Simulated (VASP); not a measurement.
Crystal: RbBi2.

```
Rb Bi
1.0
     0.00000    4.75754    4.75754
     4.75754    0.00000    4.75754
     4.75754    4.75754    0.00000
Rb Bi
2 4
Direct
  0.50000 0.50000 0.50000
  0.75000 0.75000 0.75000
  0.62500 0.12500 0.12500
  0.12500 0.12500 0.12500
  0.12500 0.12500 0.62500
  0.12500 0.62500 0.12500
```

The cell is a database's computed one.

Base run:

```yaml
Program: VASP 6.6.1
Functional: PBEsol
Potentials_or_basis: VASP PAW PBE potentials, release 64 (Rb_sv, Bi_d)
Cutoff: 520 eV
k_mesh: 8 × 8 × 8
Occupations: methfessel-paxton, width 0.1 eV
Spin: no spin polarisation
```

Its results: pressure 0.0 GPa.

**Question.** The run is repeated on the same cell with these changes: spin from no spin polarisation to spin-orbit coupling, no magnetisation; further incar settings from ALGO = Normal; EDIFF = 1e-06; NBANDS = 48 to ALGO = Normal; EDIFF = 1e-06; NBANDS = 94. What comes out?

**Answer.** Pressure 0.4 GPa.

Caveats: the PAW data sets were made with another functional, which shifts forces and pressure a little.
